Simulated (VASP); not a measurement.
Computed with PBEsol GGA, VASP's PBE PAW potentials (set 64) (plane waves; VASP).

The input files of a VASP run:

INCAR:
```
# general
SYSTEM = B
PREC   = Accurate
ENCUT  = 520
LREAL  = .FALSE.
LASPH  = .TRUE.

# electronic loop
EDIFF  = 1E-7
NELM   = 100
ALGO   = Normal

# smearing
ISMEAR = -5

# functional
GGA    = PS

# ions
ISIF   = 2

# output
LWAVE  = .FALSE.
LCHARG = .TRUE.
LORBIT = 11
NEDOS  = 601
```

### POSCAR
```
B
1
    1.1808429534     0.6817602502     2.6069727576
   -1.1808429534     0.6817602502     2.6069727576
   -0.0000000000    -1.3635205003     2.6069727576
B
2
Direct
  0.2500479937   0.2500479937   0.2500479937
  0.7499520063   0.7499520063   0.7499520063
```

KPOINTS:
```
Automatic mesh
0
Gamma
20 20 20
0 0 0
```

POTCAR, in this order: B (PBE.64 set). Program: vasp_std.

The resulting files:

### OUTCAR
```
 ion  position               nearest neighbor table
   1  0.250  0.250  0.250-   2 1.89   2 1.89   2 1.89   2 1.89   2 1.89   2 1.89
   2  0.750  0.750  0.750-   1 1.89   1 1.89   1 1.89   1 1.89   1 1.89   1 1.89
  LATTYP: Found a trigonal (rhomboedric) cell.
 ALAT       =     2.9420221070
 COS(alpha) =     0.6778021540
 Subroutine PRICEL returns:
 Original cell was already a primitive cell.
 Subroutine GETGRP returns: Found 12 space group operations
The static configuration has the point symmetry D_3d.
The dynamic configuration has the point symmetry D_3d.
 Subroutine INISYM returns: Found 12 space group operations
 Subroutine IBZKPT returns following result:
 Found    781 irreducible k-points:

 Following reciprocal coordinates:
            Coordinates               Weight
  0.000000  0.000000  0.000000      1.000000
  0.050000 -0.000000  0.000000      6.000000
  0.100000 -0.000000 -0.000000      6.000000
  0.150000 -0.000000  0.000000      6.000000
  0.200000 -0.000000 -0.000000      6.000000
  0.250000  0.000000  0.000000      6.000000
  0.300000 -0.000000  0.000000      6.000000
  0.350000 -0.000000  0.000000      6.000000
  0.400000 -0.000000  0.000000      6.000000
  0.450000 -0.000000  0.000000      6.000000
  0.500000  0.000000  0.000000      3.000000
  0.050000  0.050000  0.000000      6.000000
  0.100000  0.050000 -0.000000     12.000000
  0.150000  0.050000  0.000000     12.000000
  0.200000  0.050000  0.000000     12.000000
  0.250000  0.050000 -0.000000     12.000000
  0.300000  0.050000 -0.000000     12.000000
  0.350000  0.050000  0.000000     12.000000
  0.400000  0.050000 -0.000000     12.000000
  0.450000  0.050000  0.000000     12.000000
  0.500000  0.050000  0.000000     12.000000
 -0.450000  0.050000  0.000000     12.000000
 -0.400000  0.050000 -0.000000     12.000000
...
```

**OSZICAR**
```
       N       E                     dE             d eps       ncg     rms          rms(c)
DAV:   1    -0.137095427136E+01   -0.13710E+01   -0.31942E+03 11193   0.773E+02
DAV:   2    -0.120968013176E+02   -0.10726E+02   -0.10367E+02 16037   0.932E+01
DAV:   3    -0.121537776280E+02   -0.56976E-01   -0.56867E-01 12586   0.762E+00
DAV:   4    -0.121538207940E+02   -0.43166E-04   -0.43105E-04 18151   0.145E-01
DAV:   5    -0.121538207974E+02   -0.34198E-08   -0.40185E-08 12453   0.794E-04    0.274E+00
DAV:   6    -0.121239838048E+02    0.29837E-01   -0.67628E-03 14182   0.657E-01    0.165E+00
DAV:   7    -0.121091322381E+02    0.14852E-01   -0.12422E-02 14308   0.898E-01    0.534E-02
DAV:   8    -0.121091205647E+02    0.11673E-04   -0.33350E-05 14630   0.702E-02    0.101E-02
DAV:   9    -0.121091194783E+02    0.10864E-05   -0.17336E-06 15953   0.137E-02    0.218E-03
DAV:  10    -0.121091195265E+02   -0.48204E-07   -0.22730E-08 10143   0.139E-03
   1 F= -.12109120E+02 E0= -.12109120E+02  d E =0.000000E+00
```

**OUTCAR**
```
------------------------ aborting loop because EDIFF is reached ----------------------------------------
  FORCE on cell =-STRESS in cart. coord.  units (eV):
  Direction    XX          YY          ZZ          XY          YZ          ZX
  --------------------------------------------------------------------------------------
  Total        0.0010371      0.0010371     -0.0142660      0.0000000     -0.0000000      0.0000000
  in kB        0.1319479      0.1319480     -1.8151057      0.0000000     -0.0000000      0.0000000
  external PRESSURE =      -0.5170699 kB  Pullay stress =       0.0000000 kB
  volume of cell :       12.59
      direct lattice vectors                 reciprocal lattice vectors
     1.180842953  0.681760250  2.606972758     0.423426332  0.244465216  0.127862223
    -1.180842953  0.681760250  2.606972758    -0.423426332  0.244465216  0.127862223
     0.000000000 -1.363520500  2.606972758     0.000000000 -0.488930432  0.127862223
 POSITION                                       TOTAL-FORCE (eV/Angst)
 -----------------------------------------------------------------------------------
      0.00000      0.00000      1.95560         0.000000     -0.000000     -0.010313
      0.00000      0.00000      5.86531         0.000000      0.000000      0.010313
 -----------------------------------------------------------------------------------
    total drift:                                0.000000     -0.000000      0.000000
  FREE ENERGIE OF THE ION-ELECTRON SYSTEM (eV)
  ---------------------------------------------------
  free  energy   TOTEN  =       -12.1091195265 eV

  energy  without entropy=      -12.1091195265  energy(sigma->0) =      -12.10911953

 total charge

# of ion       s       p       d       tot
------------------------------------------
    1        0.693   1.140   0.000   1.833
    2        0.693   1.140   0.000   1.833
--------------------------------------------------
tot          1.386   2.281   0.000   3.667
```
(Selected blocks of OUTCAR.)

**OUTCAR**
```
 val. band max:        8.8358126049   @ k =   0.4000   0.3000   0.0500

 cond. band min:       8.6587317190   @ k =  -0.1500   0.3000   0.1500


 Fermi energy:         8.6920207679

 k-point     1 :       0.0000    0.0000    0.0000
  band No.  band energies     occupation
      1      -8.7046      2.00000
      2       5.2841      2.00000
      3      14.3959      0.00000
      4      15.0960      0.00000
      5      15.0960      0.00000
      6      21.9784      0.00000
      7      21.9784      0.00000

 k-point     2 :       0.0500   -0.0000    0.0000
  band No.  band energies     occupation
      1      -8.6275      2.00000
      2       5.3209      2.00000
      3      14.0256      0.00000
      4      15.0199      0.00000
      5      15.2426      0.00000
      6      21.6987      0.00000
      7      21.8340      0.00000

 k-point     3 :       0.1000   -0.0000   -0.0000
  band No.  band energies     occupation
      1      -8.3962      2.00000
      2       5.4330      2.00000
      3      13.0525      0.00000
      4      14.8136      0.00000
      5      15.5868      0.00000
      6      20.9643      0.00000
      7      21.2750      0.00000

 k-point     4 :       0.1500   -0.0000    0.0000
  band No.  band energies     occupation
      1      -8.0107      2.00000
      2       5.6238      2.00000
      3      11.6196      0.00000
      4      14.5299      0.00000
      5      16.1058      0.00000
      6      19.9788      0.00000
      7      20.1136      0.00000

 k-point     5 :       0.2000   -0.0000   -0.0000
  band No.  band energies     occupation
      1      -7.4709      2.00000
      2       5.8952      2.00000
      3       9.8905     -0.09024
      4      14.2294      0.00000
      5      16.7993      0.00000
      6      18.5703      0.00000
      7      18.9083      0.00000

 k-point     6 :       0.2500    0.0000    0.0000
  band No.  band energies     occupation
      1      -6.7770      2.00000
...
```

For a metal the tetrahedron method with Blöchl corrections gives inexact stress and forces.

The structure was generated: B was put into the A7 type (R-3m), which need not be its known phase. It was relaxed first.
